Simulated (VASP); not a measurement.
Computed with revTPSS meta-GGA, VASP's PBE PAW potentials (set 64) (plane waves; VASP).

The input files of a VASP run:

### INCAR
```
METAGGA=RTPSS
EDIFFG=-0.01   # ionic stop
NELM=100   # most electronic steps
LMIXTAU=.TRUE.
LCHARG=.FALSE.
LWAVE=.FALSE.
LREAL=.FALSE.   # projection in real space or not
SYSTEM=CdSe
ENCUT=520   # plane-wave cut-off (eV)
LASPH=.TRUE.
LMAXMIX=4
SIGMA=0.05
NSW=30   # most ionic steps
ISMEAR=0
PREC=Accurate
EDIFF=1E-7   # SCF stop (eV)
ALGO=Normal   # blocked Davidson
ISIF=4   # ions and shape, fixed volume
IBRION=2   # conjugate gradients
```

File KPOINTS:
```
Automatic mesh
0
Gamma
6 6 3
0 0 0
```

File POSCAR:
```
CdSe
1.0
  2.1798151535  -3.7755503508   0.0000000000
  2.1798151535   3.7755503508   0.0000000000
  0.0000000000   0.0000000000   7.0959429920
Cd Se
2 2
Cart
  2.1798151535  -1.2585193006   3.5479013987
  2.1798151535   1.2585193006   7.0958728947
  2.1798151535  -1.2585193006   6.2161161583
  2.1798151535   1.2585193006   2.6681446623
```

POTCAR, in this order: Cd Se (PBE.64 set). Program: vasp_std.

The run wrote:

### OSZICAR
```
       N       E                     dE             d eps       ncg     rms          rms(c)
DAV:   1     0.275158009882E+03    0.27516E+03   -0.17098E+04   616   0.147E+03
DAV:   2     0.396794728002E+02   -0.23548E+03   -0.22892E+03   694   0.343E+02
DAV:   3     0.270659210113E+02   -0.12614E+02   -0.12578E+02   742   0.799E+01
DAV:   4     0.269561905014E+02   -0.10973E+00   -0.10965E+00   658   0.744E+00
DAV:   5     0.269552000577E+02   -0.99044E-03   -0.99034E-03   754   0.655E-01    0.929E+00
DAV:   6     0.338269898546E+02    0.68718E+01   -0.82208E+00   616   0.411E+01    0.757E+00
DAV:   7     0.373252968465E+02    0.34983E+01   -0.22084E+00   676   0.148E+01    0.613E+00
DAV:   8     0.324932303334E+02   -0.48321E+01   -0.12367E+01   652   0.338E+01    0.844E+00
DAV:   9     0.374039742800E+02    0.49107E+01   -0.81484E+00   622   0.303E+01    0.102E+00
DAV:  10     0.372725234915E+02   -0.13145E+00   -0.20175E-01   706   0.415E+00    0.117E+00
DAV:  11     0.373108242804E+02    0.38301E-01   -0.74117E-03   684   0.932E-01    0.716E-01
DAV:  12     0.373619028202E+02    0.51079E-01   -0.10459E-01   616   0.339E+00    0.446E-01
DAV:  13     0.372205835779E+02   -0.14132E+00   -0.50965E-02   616   0.222E+00    0.273E-01
DAV:  14     0.372162928167E+02   -0.42908E-02   -0.10974E-03   724   0.329E-01    0.156E-01
DAV:  15     0.372174852841E+02    0.11925E-02   -0.10468E-03   622   0.298E-01    0.223E-01
DAV:  16     0.372148025468E+02   -0.26827E-02   -0.52105E-04   718   0.245E-01    0.168E-01
DAV:  17     0.372143204875E+02   -0.48206E-03   -0.31941E-04   634   0.167E-01    0.484E-02
DAV:  18     0.372143187536E+02   -0.17338E-05   -0.43693E-05   694   0.635E-02    0.140E-02
DAV:  19     0.372143205712E+02    0.18175E-05   -0.20753E-05   640   0.464E-02    0.212E-02
DAV:  20     0.372142710778E+02   -0.49493E-04   -0.50571E-05   628   0.573E-02    0.340E-02
DAV:  21     0.372142715225E+02    0.44470E-06   -0.95483E-07   748   0.822E-03    0.265E-02
DAV:  22     0.372142722753E+02    0.75274E-06   -0.86975E-07   634   0.791E-03    0.722E-03
DAV:  23     0.372142703427E+02   -0.19326E-05   -0.95376E-07   640   0.962E-03    0.133E-03
DAV:  24     0.372142702547E+02   -0.87922E-07   -0.13078E-07   476   0.456E-03
   1 F= 0.37214270E+02 E0= 0.37214270E+02  d E =0.372143E+02
       N       E                     dE             d eps       ncg     rms          rms(c)
DAV:   1     0.372142614969E+02   -0.88458E-05   -0.11916E-02   628   0.714E-01    0.318E-02
DAV:   2     0.372142409286E+02   -0.20568E-04   -0.16004E-04   730   0.911E-02    0.115E-02
DAV:   3     0.372142414271E+02    0.49849E-06   -0.43740E-06   670   0.192E-02    0.656E-03
DAV:   4     0.372142490074E+02    0.75803E-05   -0.62176E-06   634   0.232E-02    0.145E-03
DAV:   5     0.372142420915E+02   -0.69159E-05   -0.41742E-06   628   0.205E-02    0.141E-03
DAV:   6     0.372142412828E+02   -0.80865E-06   -0.20468E-07   564   0.361E-03    0.338E-04
DAV:   7     0.372142401416E+02   -0.11413E-05   -0.25165E-07   516   0.459E-03    0.283E-04
DAV:   8     0.372142401816E+02    0.40039E-07   -0.26045E-08   332   0.125E-03
   2 F= 0.37214240E+02 E0= 0.37214240E+02  d E =-.300731E-04
```

OUTCAR:
```
------------------------ aborting loop because EDIFF is reached ----------------------------------------
  FORCE on cell =-STRESS in cart. coord.  units (eV):
  Direction    XX          YY          ZZ          XY          YZ          ZX
  --------------------------------------------------------------------------------------
  Total       -0.0044170     -0.0044170     -0.0263453      0.0000000      0.0000000      0.0000000
  in kB       -0.0605902     -0.0605902     -0.3613879      0.0000000      0.0000000      0.0000000
  external PRESSURE =      -0.1608561 kB  Pullay stress =       0.0000000 kB
  volume of cell :      116.80
      direct lattice vectors                 reciprocal lattice vectors
     2.179642134 -3.775250672 -0.000000000     0.229395455 -0.132441537 -0.000000000
     2.179642134  3.775250672 -0.000000000     0.229395455  0.132441537  0.000000000
     0.000000000 -0.000000000  7.097069585     0.000000000  0.000000000  0.140903226
  FREE ENERGIE OF THE ION-ELECTRON SYSTEM (eV)
  ---------------------------------------------------
  free  energy   TOTEN  =        37.2142401816 eV

  energy  without entropy=       37.2142401816  energy(sigma->0) =       37.21424018

 reached required accuracy - stopping structural energy minimisation
```
(Selected blocks of OUTCAR.)

CONTCAR:
```
CdSe
   1.00000000000000
     2.1796421339804777   -3.7752506723255612   -0.0000000000000000
     2.1796421339804777    3.7752506723255612   -0.0000000000000000
     0.0000000000000000   -0.0000000000000000    7.0970695853452632
  Cd              Se
     2     2
Direct
     0.6666669999999968    0.3333330000000032    0.4998905995963402
     0.3333330000000032    0.6666669999999968    0.9998905995963402
     0.6666669999999968    0.3333330000000032    0.8761094004036575
     0.3333330000000032    0.6666669999999968    0.3761094004036575
```

The compound is CdSe in the wurtzite structure. This run relaxes it. Symmetry was kept, so distortions that lower it aren't found.
